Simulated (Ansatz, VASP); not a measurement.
# TiC in two plane-wave programs, part 2 of 2

Aim: how closely do two programs agree when they are given the same cell, functional and k mesh? The cell is taken from a series of runs on this material, whose earlier steps may have relaxed, scaled, displaced or heated it; both programs get it as it stands.

VASP 6.6.1 and Ansatz 0.2.0.

So far: Starting point; VASP: zone-centre phonons, PBEsol.

## 3. Ansatz: zone-centre phonons, PBEsol

Level of this step: Ansatz beside VASP: Kohn-Sham DFT, plane waves, PBEsol (Ansatz).

Ansatz runs on its PAW soft_1 files.

The same cell, functional, mesh and smearing now go to Ansatz, which takes its cutoff from its data sets.

Contents of input.yaml:

```yaml
crystal:
  lattice:
    - [-0.028132442, 2.1316468939, 2.1531302699]
    - [2.1316468939, -0.028132442, 2.1531302699]
    - [2.1035144519, 2.1035144519, 0.0]
  atoms:
    - { symbol: C, position: [0.5, 0.5, 0.5] }
    - { symbol: Ti, position: [0.0, 0.0, 0.0] }
kpoints:
  mp_grid: { grid: [16, 16, 16] }
hamiltonian:
  xc: pbesol
  pseudopotentials: { kind: paw, azcp: { folder: soft_1 }, xc_functional: pbe }
scf:
  occupations: { method: methfessel_paxton, width: 0.2 }
output:
  eigenvalues: true
phonons:
  method: dfpt
```

The run is started by

```sh
$ ansatz run input.yaml --threads 4 --pin off --max-ram 10240MiB --backend cpu --events-out ev --progress --plain --runs-dir out
```

Numbers of over 12 decimals in the logs are rounded to 6 here.

Log:

```text
zone centre: on kpoints.mp_grid the ground state, and the responses unless they are solved on pairs of k-points, stand on 1098 of the mesh's 4096 k-points, reduced under 4 symmetry operations, with k and −k counted as one. Each operation leaves every solved displacement unchanged or reverses it
Engine: ansatz 0.2.0, x86_64-unknown-linux-gnu
Pseudopotentials: kind: paw
Pseudopotential: C, paw, valence charge 4, recommended cutoff 420 eV (normal), soft_1/C.paw.azcp
Pseudopotential: Ti, paw, valence charge 12, recommended cutoff 420 eV (normal), soft_1/Ti.paw.azcp
Functional definition: PBEsol
  exchange = pbesol_x
  correlation = pbesol_c
Crystal: 2 atoms, lattice volume = 19.564 Å³
Basis set: ecut = 420 eV, 367 PW (Γ), exchange–correlation on 48×48×48 points (8 copies of the dense FFT grid, shifted against one another)
Bands: 12, of which v1, the nominal top of the filled ones, is band 8 counted from 1 (7 counted from 0)
Symmetry: 8 space group operations
k-points: 1098 of 4096 (irreducible under 4 space group operations)
Non-local potential: C, projectors of the file, l = 0: 2, l = 1: 2, l = 2: 1
Non-local potential: Ti, projectors of the file, l = 0: 3, l = 1: 2, l = 2: 3, l = 3: 1
PAW form: soft (Blöchl's): semilocal exchange-correlation on the pseudo side does not see the compensation charge
PAW frozen core: C, regenerated for the run's functional, and the local potential with it (the file was generated under x = pbe(κ = 0.804, μ = 0.219515), c = pbe(β = 0.066725))
PAW frozen core: Ti, regenerated for the run's functional, and the local potential with it (the file was generated under x = pbe(κ = 0.804, μ = 0.219515), c = pbe(β = 0.066725))
PAW one-centre angular grid: C, 110 points (default); XC on 64 Gauss nodes
PAW one-centre angular grid: Ti, 590 points (default); XC on 64 Gauss nodes
Initial density: superposition of atomic densities (chi_scale 0.1, normalization cell, long waves kept (reshape's long-wave potential 0.00 eV rms))
Initial wavefunctions: pseudopotential atomic-orbital guess
Functional: x = pbesol(κ = 0.804, μ = 0.123457), c = pbesol(β = 0.046)
SCF iter   1: F=—  HF=-2723.409828 eV  |F-HF|=—  |Δ(HF+E_count)|=         —  Δρ=1.40e-1  dr2=4.90e0  ethr=3.10e-3  ⟨swp⟩=4.2  Hψ=62940  notcnv=0
preconditioner: auto → none  [metal: Δε(μ)=0.025 eV  Ē_g=20.453 eV  σ=0.200 eV  W_gap=0.11  n_scr=8 (ndim 8)  ℏωp=31.4 eV  f_vac=0.000  D(μ)=0.19/eV (n_scr^D=0)  sad-step TF]
SCF iter   2: F=—  HF=-2722.916183 eV  |F-HF|=—  |Δ(HF+E_count)|=   4.94e-1  S|Δr|=    0.00e0  Δρ=9.82e-2  dr2=2.47e0  ethr=3.10e-3  ⟨swp⟩=2.0  Hψ=26260  notcnv=0
SCF iter   3: F=—  HF=-2722.416419 eV  |F-HF|=—  |Δ(HF+E_count)|=   5.00e-1  S|Δr|=    0.00e0  Δρ=8.26e-3  dr2=7.39e-3  ethr=3.10e-3  ⟨swp⟩=2.8  Hψ=26251  notcnv=0
SCF iter   4: F=—  HF=-2722.413494 eV  |F-HF|=—  |Δ(HF+E_count)|=   2.92e-3  S|Δr|=    0.00e0  Δρ=1.40e-3  dr2=1.61e-4  ethr=4.62e-5  ⟨swp⟩=2.0  Hψ=31333  notcnv=0
SCF iter   5: F=—  HF=-2722.413649 eV  |F-HF|=—  |Δ(HF+E_count)|=   1.55e-4  S|Δr|=    0.00e0  Δρ=3.71e-4  dr2=1.91e-5  ethr=1.01e-6  ⟨swp⟩=2.0  Hψ=17581  notcnv=0
SCF iter   6: F=—  HF=-2722.413648 eV  |F-HF|=—  |Δ(HF+E_count)|=   1.22e-6  S|Δr|=    0.00e0  Δρ=3.69e-5  dr2=2.39e-7  ethr=1.19e-7  ⟨swp⟩=2.1  Hψ=20891  notcnv=0
SCF iter   7: F=—  HF=-2722.413647 eV  |F-HF|=—  |Δ(HF+E_count)|=   1.67e-7  S|Δr|=    0.00e0  Δρ=2.75e-6  dr2=1.06e-9  ethr=1.49e-9  ⟨swp⟩=3.0  Hψ=21809  notcnv=0
SCF iter   8: F=—  HF=-2722.413647 eV  |F-HF|=—  |Δ(HF+E_count)|=  3.67e-10  S|Δr|=    0.00e0  Δρ=1.35e-6  dr2=3.70e-10  ethr=6.62e-12  ⟨swp⟩=2.6  Hψ=20377  notcnv=0
SCF iter   9: F=-2722.413647 eV  HF=-2722.413647 eV  |F-HF|=1.82e-12  |Δ(HF+E_count)|=  1.19e-10  S|Δr|=    0.00e0  Δρ=1.01e-7  dr2=2.47e-12  ethr=1.00e-12  ⟨swp⟩=3.6  Hψ=57493  notcnv=0
the search or the solves at the SCF's close seem to have found levels that the self-consistency loop had missed (the run counts 1). By its estimate they hold under 1e-12 electrons; where the run keeps them, the occupations were computed again with them
SCF 1 converged in 9 iterations: F = -2722.413647 eV  dr2 = 2.47e-12
  greatest PAW one-centre occupation: 0.998 electrons in one spin orbital (limit 2), on the Ti atom at site 1 (counted from 0), in its partial waves of l = 0
DFPT response loops at Γ: preconditioner auto → Kerker (q_TF=auto, 2.638 Å⁻¹) (partly filled bands, converged f_vac=0.000); β = 1.00, the filter's whole step (`scf.mixing.beta` (0.50) is not read by the response loops under this deck's `scf.mixing.preconditioner`; to damp them name `kerker` or `kerker_dos`, under which they read `scf.mixing.beta`, and type it under 1.00, their step now; both keys bind the ground state too); Broyden in place of MSR1
SCF converged after 9 iterations
Stability not checked: this state was not tested for a lower state beside it, because cold or Methfessel-Paxton smearing, or corrected tetrahedra, fill the levels in a way that the test cannot read (fill_not_monotonic; see scf.lower_state_search)
Free energy (F): -2722.413647 eV
Harris-Foulkes:  -2722.413647 eV  (|F-HF|=1.82e-12)
Internal energy: -2722.413494 eV  (E = F + TS)
E sigma→0 (E₀):  -2722.413609 eV
Entropy (-TS):   -0.000154 eV (-0.077 meV/atom)
Fermi energy:    15.164182 eV
Step filling:    the computed levels leave a gap of 0.0000 eV = 0.0 smearing widths at the electron count; against every level under it full and every level over it empty, smearing changes F+E_penalty+E_count by -0.231 meV and its σ→0 estimate by -0.193 meV
--- Per-component energies (eV) ---
  E_band       = -101.710556
  E_kinetic    = 367.896617
  E_local      = -806.944665  (includes V_loc(G=0)·N_el)
  E_nonlocal   = 84.641936
  E_hartree    = 318.959977
  E_xc         = -163.960022
  E_vxc        = -205.490121  (∫ρ·V_xc dr)
  E_paw        = -1112.308021  (= ΣΔE_a)
  E_vpaw       = -179.734262  (= ΣTr[D̂ρ^β])
  E_aug_tail   = -0.000064  (compensation charges beyond the density's cutoff)
  E_ewald      = -1410.859736
  E_core_change = 0.160485  (= ΣΔE_core)
  E_smearing   = -0.000154  (= −TS)
  E_closure    = -0.000000  (closes the sum)
  Σ components = -2722.413647   (vs F -2722.413647, Δ=0.00e0)
--- Band table (eV; the first three rows and the last of 1098) ---
  k-point 0: bands = [... 4 lower, 2.6251, 15.7421, 15.7848, 16.0123, 16.8278, 16.8901, 16.9518, 17.0334]
  k-point 1: bands = [... 4 lower, 2.7201, 15.4723, 15.5634, 15.6925, 16.1620, 16.2129, 17.2288, 18.0107]
  k-point 2: bands = [... 4 lower, 2.9989, 14.5892, 14.7797, 14.8888, 16.2117, 16.2952, 17.5507, 19.1198]
  k-point 1097: bands = [... 4 lower, 4.9323, 11.6213, 13.3902, 15.0494, 15.4131, 18.0626, 18.8915, 18.8940]
--- Phonons (Γ-DFPT): 4 representative perturbations + reference, on 1098 of 4096 k-points (Σ response iterations 12) ---
  k mesh reduced under 4 symmetry operations, with k and −k counted as one. Each operation leaves every solved displacement unchanged or reverses it
  ASR residual: 4.948e-5 → 0.000e0 eV/Å²; symmetrization residual: 2.975e-7 eV/Å²
  ASR residual per site (eV/Å²): 6.96e-6 4.95e-5
  Γ frequencies (cm⁻¹): 0.00 0.00 0.00 537.44 545.01 579.25
  non-analytic LO–TO correction: not included (Born effective charges unavailable; polar crystals: no LO–TO splitting at Γ)
```

## 4. Differences

Known differences besides the potentials themselves: the cutoff is 420 eV in Ansatz and 600 eV in VASP; Ansatz makes its cores anew for this functional, VASP keeps those of its PBE data sets. Total energies have different zeros and are not compared.

The two programs side by side:

```csv
quantity,Ansatz,VASP,difference
optical mode 1 (cm⁻¹),537.4,538.1,-0.13 %
optical mode 2 (cm⁻¹),545.0,546.8,-0.33 %
optical mode 3 (cm⁻¹),579.2,582.4,-0.54 %
```

Modes are paired by rising frequency, not by their patterns, so a pair may set unlike modes beside each other; they are those without the splitting of longitudinal modes.

## 5. What came out

* r.m.s. difference of the optical zone-centre modes, each program's sorted by frequency (zone-centre phonons, PBEsol): 2.1 cm⁻¹
* difference in optical mode 3 (zone-centre phonons, PBEsol): -0.5 %

What this shows: The r.m.s. difference of the optical zone-centre modes, each program's sorted by frequency is 2.1 cm⁻¹ (zone-centre phonons, PBEsol). Among the rows given in per cent, the largest difference of the zone-centre phonons, PBEsol pair is in optical mode 3, -0.5 %. How closely two codes agree says nothing of how well the functional describes the real material.

[Lines on the potential files, build, host, timing and source positions are cut from VASP's logs without a mark.]

[Logs are printed without paths, hosts, clocks, repeated set-up lines and the standing remarks that a program may print on its own settings, such as how far it seeks lower states.]

[Hosts, paths, dates, database ids (printed as entryN), source tags and the programs' standing remarks are cut or masked in the printed files.]
